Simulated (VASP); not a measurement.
Energy against volume of KF (rock salt). These are PBE GGA with D4 dispersion, VASP's PBE PAW potentials (set 64) (plane waves; VASP 6.6.1) values and carry that method's errors. Numerical set-up: 520 eV cut-off, 9×9×9 Γ-centred mesh, Gaussian smearing of 0.050 eV, potentials K_sv F.

| V (Å³/atom) | E (eV/atom) |
|---|---|
| 18.360 | -4.20842 |
| 18.946 | -4.21516 |
| 19.532 | -4.21778 |
| 20.118 | -4.21695 |

Fit these four points and predict the energy of the run at 20.704 Å³/atom.

A cubic in V^(−2/3), the third-order Birch-Murnaghan form, passes through the four points with V0 = 19.67 Å³/atom and B0 = 30 GPa, and gives -4.2132 eV/atom there. The run gave -4.2132 eV/atom, +0.0 meV/atom from the fit; all five points give B0 = 30 GPa.

The compound is KF in the rock salt structure. It was relaxed first.
